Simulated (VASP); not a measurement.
# CaCoAu3 (Pm-3m) in VASP: further runs, part 2 of 2

VASP 6.6.1. The steps go on from the part before.

## 3. Relaxation of cell and atoms, PBE+TS, collinear spin, ferromagnetic start

Input file INCAR:

```
SYSTEM = CaCoAu3
ALGO     = Normal         ! electronic algorithm
EDIFF    = 1E-7           ! SCF threshold, eV
EDIFFG   = -0.02          ! ionic threshold
ENCUT    = 600            ! plane-wave cutoff, eV
GGA      = PE             ! functional
IBRION   = 2              ! ionic algorithm
ISIF     = 3              ! what is computed and relaxed
ISMEAR   = -1             ! smearing method
ISPIN    = 2              ! spin polarisation
IVDW     = 2              ! dispersion correction
LASPH    = .TRUE.         ! aspherical terms in the spheres
LCHARG   = .FALSE.        ! write CHGCAR
LMAXMIX  = 4              ! l up to which the mixer works
LORBIT   = 11             ! projections on sites
LREAL    = .FALSE.        ! projectors in reciprocal space
LWAVE    = .FALSE.        ! write WAVECAR
MAGMOM   = 0 2 0 0 0      ! initial moments
NELM     = 150            ! most SCF steps
NSW      = 60             ! ionic steps
PREC     = Accurate       ! precision mode
SIGMA    = 0.05           ! smearing width, eV
```

Input file KPOINTS:

```
k-points
0
G
  5 5 5
  0 0 0
```

Input file POSCAR:

```
CaCoAu3
1.0
    4.8510400000      0.0000000000      0.0000000000
    0.0000000000      4.8510400000      0.0000000000
    0.0000000000      0.0000000000      4.8510400000
Ca Co Au
1 1 3
Direct
    0.0000000000      0.0000000000      0.0000000000
    0.5000000000      0.5000000000      0.5000000000
    0.0000000000      0.5000000000      0.5000000000
    0.5000000000      0.0000000000      0.5000000000
    0.5000000000      0.5000000000      0.0000000000
```

Potentials or basis: VASP PAW PBE potentials, release 64 (Ca_sv, Co, Au).

Launch:

```sh
> cat potpaw_PBE.64/Ca_sv/POTCAR potpaw_PBE.64/Co/POTCAR potpaw_PBE.64/Au/POTCAR > POTCAR
> mpirun -np 1 vasp_std > vasp.out
```

OUTCAR:

```text
SYSTEM = CaCoAu3
   EDIFF = 1E-7
   EDIFFG = -0.02
   ENCUT = 600
   GGA = PE
   IBRION = 2
   ISIF = 3
   ISMEAR = -1
   ISPIN = 2
   IVDW = 2
   LASPH = .TRUE.
   LORBIT = 11
   LREAL = .FALSE.
   NELM = 150
   NSW = 60
   PREC = Accurate
  IVDW =   2

 ion  position               nearest neighbor table
   1  0.000  0.000  0.000-
   2  0.500  0.500  0.500-   3 2.43   4 2.43   5 2.43   5 2.43   4 2.43   3 2.43
   3  0.000  0.500  0.500-   2 2.43   2 2.43   5 3.43   5 3.43   4 3.43   4 3.43   4 3.43   5 3.43
                             5 3.43   4 3.43
   4  0.500  0.000  0.500-   2 2.43   2 2.43   5 3.43   5 3.43   3 3.43   3 3.43   5 3.43   5 3.43
                             3 3.43   3 3.43
   5  0.500  0.500  0.000-   2 2.43   2 2.43   4 3.43   3 3.43   3 3.43   4 3.43   4 3.43   4 3.43
                             3 3.43   3 3.43

  LATTYP: Found a simple cubic cell.
 ALAT       =     4.8510400000

  Lattice vectors:

 A1 = (   4.8510400000,   0.0000000000,   0.0000000000)
 A2 = (   0.0000000000,   4.8510400000,   0.0000000000)
 A3 = (   0.0000000000,   0.0000000000,   4.8510400000)

Analysis of symmetry for initial positions (statically):
=====================================================================
 Subroutine PRICEL returns:
 Original cell was already a primitive cell.

 Routine SETGRP: Setting up the symmetry group for a
 simple cubic supercell.

 Subroutine GETGRP returns: Found 48 space group operations
 (whereof 48 operations were pure point group operations)
 out of a pool of 48 trial point group operations.

The static configuration has the point symmetry O_h .

Analysis of symmetry for dynamics (positions and initial velocities):
=====================================================================
 Subroutine PRICEL returns:
 Original cell was already a primitive cell.

 Routine SETGRP: Setting up the symmetry group for a
 simple cubic supercell.

 Subroutine GETGRP returns: Found 48 space group operations
 (whereof 48 operations were pure point group operations)
 out of a pool of 48 trial point group operations.

The dynamic configuration has the point symmetry O_h .

Analysis of structural, dynamic, and magnetic symmetry:
=====================================================================
 Subroutine PRICEL returns:
 Original cell was already a primitive cell.

 Routine SETGRP: Setting up the symmetry group for a
 simple cubic supercell.

 Subroutine GETGRP returns: Found 48 space group operations
 (whereof 48 operations were pure point group operations)
 out of a pool of 48 trial point group operations.

The overall configuration has the point symmetry O_h .

 Subroutine INISYM returns: Found 48 space group operations
 (whereof 48 operations are pure point group operations),
 and found     1 'primitive' translations

----------------------------------------------------------------------------------------

                                     Primitive cell

  volume of cell :     114.1575

  direct lattice vectors                    reciprocal lattice vectors
     4.851040000  0.000000000  0.000000000     0.206141364  0.000000000  0.000000000
     0.000000000  4.851040000  0.000000000     0.000000000  0.206141364  0.000000000
     0.000000000  0.000000000  4.851040000     0.000000000  0.000000000  0.206141364

  length of vectors
[... 62 lines left out ...]
   NGXF,Y,Z  is equivalent  to a cutoff of  27.42, 27.42, 27.42 a.u.
 SYSTEM =  CaCoAu3
   PREC   = accura    normal or accurate (medium, high low for compatibility)
   ISTART =      0    job   : 0-new  1-cont  2-samecut
   ICHARG =      2    charge: 1-file 2-atom 10-const
   ISPIN  =      2    spin polarized calculation?
   LNONCOLLINEAR =      F non collinear calculations
   LSORBIT =      F    spin-orbit coupling
   LASPH  =      T    aspherical Exc in radial PAW
   ENCUT  =  600.0 eV  44.10 Ry    6.64 a.u.   9.69  9.69  9.69*2*pi/ulx,y,z
   NELM   =    150;   NELMIN=  2; NELMDL= -5     # of ELM steps
   EDIFF  = 0.1E-06   stopping-criterion for ELM
   LREAL  =      F    real-space projection
   EDIFFG = -.2E-01   stopping-criterion for IOM
   NSW    =     60    number of steps for IOM
   IBRION =      2    ionic relax: 0-MD 1-quasi-New 2-CG
   NFREE  =      1    steps in history (QN), initial steepest desc. (CG)
   ISIF   =      3    stress and relaxation
   ISYM   =      2    0-nonsym 1-usesym 2-fastsym
   POTIM  = 0.5000    time-step for ionic-motion
   TEBEG  =    0.0;   TEEND  =   0.0 temperature during run
   PSTRESS=    0.0 pullay stress
   NELECT =      52.0000    total number of electrons
   NUPDOWN=      -1.0000    fix difference up-down
   EMIN   =  10.00;   EMAX   =-10.00  energy-range for DOS
   EFERMI =   0.00;   METHOD = LEGACY
   ISMEAR =    -1;   SIGMA  =   0.05  broadening in eV -4-tet -1-fermi 0-gaus
   EFERMI_NEDOS =   21; number of points for ismear=-14 and -15
   IALGO  =     38    algorithm
   IMIX   =      4    mixing-type and parameters
     AMIX     =   0.40;   BMIX     =  1.00
     AMIX_MAG =   1.60;   BMIX_MAG =  1.00
  volume/ion in A,a.u.               =      22.83       154.07
  Fermi-wavevector in a.u.,A,eV,Ry     =   1.259624  2.380345 21.587736  1.586654
  Thomas-Fermi vector in A             =   2.393175
   LORBIT       =     11    0 simple, 1 ext, 2 COOP (PROOUT), +10 PAW based schemes
   GGA     = PE    functional components
   LHFCALC =     F    Hartree Fock is set to
   AEXX    =    0.0000 exact exchange contribution
   IVDW    =     2    specifies the selected vdW correction
   LEPSILON=     F    determine dielectric tensor
   LRPA    =     F    only Hartree local field effects (RPA)
 conjugate gradient relaxation of ions
 spin polarized calculation
  energy-cutoff  :      600.00
  volume of cell :      114.16
 maximum number of plane-waves:      3823
 NGX is ok and might be reduce to    40
   NGX = 19   NGY = 19   NGZ = 19

--------------------------------------- Ionic step        1  -------------------------------------------

 number of electron      52.0000012 magnetization       1.6987204

 Free energy of the ion-electron system (eV)
  ---------------------------------------------------
  ext. energy  EPLUGINS =         0.00000000
  ---------------------------------------------------
  free energy    TOTEN  =       -18.75791279 eV

  energy without entropy =      -18.70782038  energy(sigma->0) =      -18.73286659

------------------------ aborting loop because EDIFF is reached ----------------------------------------

  Tkatchenko/Scheffler method for vdW energy calculation

  Number of pair interactions contributing to vdW energy:   68564
[... 81 lines left out ...]
--------------------------------------- Ionic step        3  -------------------------------------------

 number of electron      52.0000010 magnetization       1.5409587

 Free energy of the ion-electron system (eV)
  ---------------------------------------------------
  ext. energy  EPLUGINS =         0.00000000
  ---------------------------------------------------
  free energy    TOTEN  =       -18.73425845 eV

  energy without entropy =      -18.68543108  energy(sigma->0) =      -18.70984476

 E-fermi :   5.6184     XC(G=0): -10.4693

 val. band max:        5.5999114769   @ k =   0.4000   0.2000   0.0000
 cond. band min:       5.6461082721   @ k =   0.4000   0.4000   0.0000
 fundamental gap:      0.0461967952
 Fermi energy:         5.6183783189

 spin component 1

 k-point     1 :       0.0000    0.0000    0.0000
  band No.  band energies     occupation
      1     -36.3214      1.00000
      2     -17.2816      1.00000
      3     -17.2816      1.00000
      4     -17.2816      1.00000
      5      -2.1835      1.00000
      6       0.0865      1.00000
[... 339 lines left out ...]
     31       6.6005      0.00000
     32       9.3947      0.00000
 Fermi energy:         5.6183783189

 spin component 2

 k-point     1 :       0.0000    0.0000    0.0000
  band No.  band energies     occupation
      1     -36.3321      1.00000
      2     -17.2928      1.00000
      3     -17.2928      1.00000
      4     -17.2928      1.00000
      5      -2.1253      1.00000
      6       0.3097      1.00000
[... 339 lines left out ...]
     31       6.8537      0.00000
     32       9.3835      0.00000

------------------------ aborting loop because EDIFF is reached ----------------------------------------

  Hirshfeld charges:
            ion         q(e)
   ------------------------------
      1     Ca       0.05776707
      2     Co      -0.05624997
      3     Au      -0.00050570
      4     Au      -0.00050570
      5     Au      -0.00050570
[... 34 lines left out ...]
  FREE ENERGIE OF THE ION-ELECTRON SYSTEM (eV)
  ---------------------------------------------------
  free  energy   TOTEN  =       -20.7482303579 eV

  energy  without entropy=      -20.6994029855  energy(sigma->0) =      -20.72381667

 reached required accuracy - stopping structural energy minimisation

 total charge

# of ion       s       p       d       tot
------------------------------------------
    1        2.025   5.834   0.153   8.013
    2        0.509   0.477   7.334   8.320
    3        0.727   0.250   8.723   9.700
    4        0.727   0.250   8.723   9.700
    5        0.727   0.250   8.723   9.700
--------------------------------------------------
tot          4.714   7.061  33.657  45.432

 magnetization (x)

# of ion       s       p       d       tot
------------------------------------------
    1       -0.000  -0.002  -0.010  -0.012
    2        0.007   0.018   1.520   1.545
    3       -0.015  -0.012   0.058   0.031
    4       -0.015  -0.012   0.058   0.031
    5       -0.015  -0.012   0.058   0.031
--------------------------------------------------
tot         -0.039  -0.020   1.686   1.626
```

Wall time 8.8 min (1 thread of AMD EPYC 7R43 (Zen 3), shared host); peak memory 0.31 GiB.

Results:

```
Free energy                                           : -20.7482 eV
Relaxed volume                                        : 22.11 Å³/atom
Relaxed cell                                          : a = 4.799 Å, b = 4.799 Å, c = 4.799 Å, α = 90.00°, β = 90.00°, γ = 90.00°
Space group after relaxing (to 0.05 Å)                : Pm-3m (No. 221)
Energy gained by relaxing                             : 4.7 meV/atom
Ionic steps                                           : 3
Pressure after relaxing                               : 0.0 GPa
Band gap on the k mesh                                : none (metal or under the smearing width)
Net moment                                            : 1.54 μB per cell
Site moments                                          : Ca -0.01; Co +1.54; Au +0.03 μB
Valence electrons inside the program's atomic spheres : Ca 8.01; Co 8.32; Au 9.70
Hirshfeld charges                                     : Ca +0.06; Co -0.06; Au -0.00 e
Dispersion energy per atom                            : -0.403 eV
```

Step by step:
```
step  energy change (eV)  largest force (eV/Å)  pressure (GPa)  volume (Å³)
   1              0.0000                0.0000           -2.04       114.16
   2             -0.0211                0.0000            0.72       109.43
   3             -0.0237                0.0000            0.00       110.55
```

Final structure:
```cif
data_structure
_symmetry_space_group_name_H-M 'P 1'
_symmetry_Int_Tables_number 1
_cell_length_a 4.7994
_cell_length_b 4.7994
_cell_length_c 4.7994
_cell_angle_alpha 90.000
_cell_angle_beta 90.000
_cell_angle_gamma 90.000
_cell_volume 110.55
loop_
_atom_site_label
_atom_site_type_symbol
_atom_site_fract_x
_atom_site_fract_y
_atom_site_fract_z
_atom_site_occupancy
Ca1 Ca 0.00000 0.00000 0.00000 1
Co1 Co 0.50000 0.50000 0.50000 1
Au1 Au 0.00000 0.50000 0.50000 1
Au2 Au 0.50000 0.00000 0.50000 1
Au3 Au 0.50000 0.50000 0.00000 1
```

Levels at points of the mesh, in eV from the Fermi level:
Spin up:
```csv
k point,band 25,band 26,band 27,band 28,band 29,band 30
"(0.00, 0.00, 0.00)",-1.18,0.41,0.41,0.41,2.00,2.00
```
Spin down:
```tsv
k point	band 22	band 23	band 24	band 25	band 26	band 27
(0.00, 0.00, 0.00)	-0.99	0.41	0.41	0.41	0.42	0.42
```

Caveat: atom-pairwise D2, TS and ULG terms overbind metals; pairwise dispersion overbinds metals, which lowers pressure and volume. Spin-orbit coupling is left out, which matters for the levels of Au.

## 4. The reference run

An earlier run on the cell as given: functional PBE; potentials or basis VASP PAW PBE potentials, release 64 (Ca_sv, Co, Au); cutoff 520 eV; k mesh 6 × 6 × 6; occupations fermi-dirac, width 0.05 eV; collinear spin, ferromagnetic start; starting moments [0.0, 2.0, 0.0, 0.0, 0.0] μB.

- Pressure: -0.2 GPa
- Band gap on the k mesh: none (metal or under the smearing width)
- Net moment: 1.57 μB per cell
- Site moments: Ca -0.01; Co +1.56; Au +0.03 μB
- Valence electrons inside the program's atomic spheres: Ca 8.00; Co 8.25; Au 9.68

## 5. The runs side by side

| task | level | cell | k mesh | cutoff (eV) | gap on the mesh (eV) | pressure (GPa) | moment (μB) | relaxed volume (Å³/atom) |
| --- | --- | --- | --- | --- | --- | --- | --- | --- |
| relaxation of cell and atoms | PBE+D4 | relaxed | 5 × 5 × 5 | 600 | none | 0.0 | 1.51 | 21.96 |
| relaxation of cell and atoms | PBE+TS | relaxed | 5 × 5 × 5 | 600 | none | 0.0 | 1.54 | 22.11 |
| single point | PBE | as given | 6 × 6 × 6 | 520 | none | -0.2 | 1.57 | - |

Alike in all rows: potentials or basis VASP PAW PBE potentials, release 64 (Ca_sv, Co, Au); spin collinear, ferromagnetic start; smearing fermi-dirac 0.05 eV.

Caveats: pairwise dispersion overbinds metals, which lowers pressure and volume (some runs); atom-pairwise D2, TS and ULG terms overbind metals (some runs).

Absolute energies hang on the potentials; compare differences alone.
